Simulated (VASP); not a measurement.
CsPbCl₃ (cubic perovskite) is relaxed at rising pressure, each step from the one before. Symmetry mostly holds the structure type, and other phases were not tried. The mesh follows the cell, and a change of mesh leaves a small step in the series.

Consider the following.

Space group Pm-3m (No. 221); a = b = c = 5.5267 Å, α = β = γ = 90.00°

```
atom  site  symmetry       x       y       z
----  ----  --------  ------  ------  ------
Cs      1a      m-3m  0.0000  0.0000  0.0000
Pb      1b      m-3m  0.5000  0.5000  0.5000
Cl      3c    4/mm.m  0.0000  0.5000  0.5000
```

Computed with LDA (Ceperley-Alder, Perdew-Zunger), VASP's LDA PAW potentials (set 64) (plane waves; VASP). Run with 500 eV cut-off, 4×4×4 Γ-centred mesh, Gaussian smearing of 0.050 eV, potentials Cs_sv Pb_d Cl.

| P (GPa) | V (Å³/atom) | H − H(0) (eV/atom) | space group | k-mesh |
|---|---|---|---|---|
| 0 | 33.76 | 0.000 | Pm-3m | 4×4×4 |
| 5 | 29.83 | 0.987 | Pm-3m | 4×4×4 |
| 10 | … | … | Pm-3m | 5×5×5 |
| 20 | … | … | Pm-3m | 5×5×5 |
| 30 | 22.43 | 4.918 | Pm-3m | 5×5×5 |
| 45 | 20.45 | 6.920 | Pm-3m | 5×5×5 |

Problem. Fill in the missing entries.

Solution. 
- 20, V (Å³/atom): 24.34
- 20, H − H(0) (eV/atom): 3.462
- 10, V (Å³/atom): 27.26
- 10, H − H(0) (eV/atom): 1.859

Pressures at which the relaxation failed are left out.

The compound is CsPbCl3 in the cubic perovskite structure, the ideal cubic form; the compound distorts at low or room temperature.
